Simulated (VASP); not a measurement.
Calculation: PBE GGA, VASP's PBE PAW potentials (set 64) (plane waves; VASP 6.6.1).

A VASP calculation is set up with these files.

### POSCAR
```
MoTe2
1
    1.7774383013    -3.0786130117    -0.0000000000
    1.7774383013     3.0786130117     0.0000000000
    0.0000000000     0.0000000000    15.1923862923
Te Mo
4 2
Direct
  0.3333330000   0.6666670000   0.8691725272
  0.6666670000   0.3333330000   0.3691725272
  0.6666670000   0.3333330000   0.1308274728
  0.3333330000   0.6666670000   0.6308274728
  0.3333330000   0.6666670000   0.2500000000
  0.6666670000   0.3333330000   0.7500000000
```

### KPOINTS
```
Automatic mesh
0
Gamma
7 7 2
0 0 0
```

INCAR:
```
SYSTEM=MoTe2
ISMEAR=0   ! Gaussian
EDIFFG=-0.02   ! ionic stop
PREC=Accurate
EDIFF=1E-6   ! SCF stop (eV)
ALGO=Normal   ! blocked Davidson
LREAL=F   ! projection in real space or not
LASPH=T   ! aspherical one-centre terms
NSW=40   ! most ionic steps
LMAXMIX=4   ! l cut-off of mixed one-centre charges
GGA=PE
LCHARG=F
ISIF=3
IBRION=2   ! conjugate gradients
ENCUT=500
NELM=100   ! most electronic steps
LWAVE=F
SIGMA=0.05   ! width (eV)
```

POTCAR, in this order: Te Mo_sv (PBE.64 set). Program: vasp_std.

Output

**OSZICAR**
```
       N       E                     dE             d eps       ncg     rms          rms(c)
DAV:   1     0.386210779720E+03    0.38621E+03   -0.26595E+04  1184   0.144E+03
DAV:   2    -0.139790644469E+02   -0.40019E+03   -0.39169E+03  1245   0.335E+02
DAV:   3    -0.366731572793E+02   -0.22694E+02   -0.22475E+02  1220   0.674E+01
DAV:   4    -0.373857626962E+02   -0.71261E+00   -0.70970E+00  1269   0.114E+01
DAV:   5    -0.374122283255E+02   -0.26466E-01   -0.26451E-01  1328   0.217E+00    0.206E+01
DAV:   6    -0.366647761067E+02    0.74745E+00   -0.10495E+01  1097   0.156E+01    0.884E+00
DAV:   7    -0.365155864735E+02    0.14919E+00   -0.97567E+00  1124   0.127E+01    0.652E+00
DAV:   8    -0.360863923155E+02    0.42919E+00   -0.16978E+00  1260   0.603E+00    0.295E+00
DAV:   9    -0.360798421917E+02    0.65501E-02   -0.32570E-01  1303   0.254E+00    0.113E+00
DAV:  10    -0.360735200501E+02    0.63221E-02   -0.46680E-02  1275   0.108E+00    0.289E-01
DAV:  11    -0.360740467345E+02   -0.52668E-03   -0.21939E-03  1299   0.262E-01    0.182E-01
DAV:  12    -0.360739694663E+02    0.77268E-04   -0.21077E-04  1162   0.810E-02    0.107E-01
DAV:  13    -0.360739723373E+02   -0.28709E-05   -0.12394E-04  1275   0.557E-02    0.428E-02
DAV:  14    -0.360739754268E+02   -0.30895E-05   -0.67241E-06  1080   0.114E-02    0.282E-02
DAV:  15    -0.360739756923E+02   -0.26553E-06   -0.30309E-06  1034   0.852E-03
   1 F= -.36073976E+02 E0= -.36073976E+02  d E =-.360740E+02
```

**OUTCAR**
```
------------------------ aborting loop because EDIFF is reached ----------------------------------------
  FORCE on cell =-STRESS in cart. coord.  units (eV):
  Direction    XX          YY          ZZ          XY          YZ          ZX
  --------------------------------------------------------------------------------------
  Total        0.0116967      0.0116966     -0.0618288      0.0000000      0.0000000      0.0000000
  in kB        0.1127111      0.1127110     -0.5957938      0.0000000      0.0000000      0.0000000
  external PRESSURE =      -0.1234572 kB  Pullay stress =       0.0000000 kB
  volume of cell :      166.27
      direct lattice vectors                 reciprocal lattice vectors
     1.777438301 -3.078613012  0.000000000     0.281303716 -0.162410799  0.000000000
     1.777438301  3.078613012  0.000000000     0.281303716  0.162410799  0.000000000
     0.000000000  0.000000000 15.192386292     0.000000000  0.000000000  0.065822444
 POSITION                                       TOTAL-FORCE (eV/Angst)
 -----------------------------------------------------------------------------------
      1.77744      1.02621     13.20480         0.000000      0.000000     -0.012631
      1.77744     -1.02621      5.60861         0.000000     -0.000000     -0.012631
      1.77744     -1.02621      1.98758        -0.000000     -0.000000      0.012631
      1.77744      1.02621      9.58377        -0.000000     -0.000000      0.012631
      1.77744      1.02621      3.79810        -0.000000      0.000000      0.000000
      1.77744     -1.02621     11.39429         0.000000     -0.000000      0.000000
 -----------------------------------------------------------------------------------
    total drift:                               -0.000267      0.001673     -0.000026
  FREE ENERGIE OF THE ION-ELECTRON SYSTEM (eV)
  ---------------------------------------------------
  free  energy   TOTEN  =       -36.0739756923 eV

  energy  without entropy=      -36.0739756923  energy(sigma->0) =      -36.07397569

 reached required accuracy - stopping structural energy minimisation
```
(Selected blocks of OUTCAR.)

Without a dispersion term in the relaxation, distances and binding between the weakly bound layers, chains or molecules are unreliable, and so is what depends on them.

The compound is MoTe2 in the 2H layered structure. It was relaxed first, which changed the volume by +11 %.
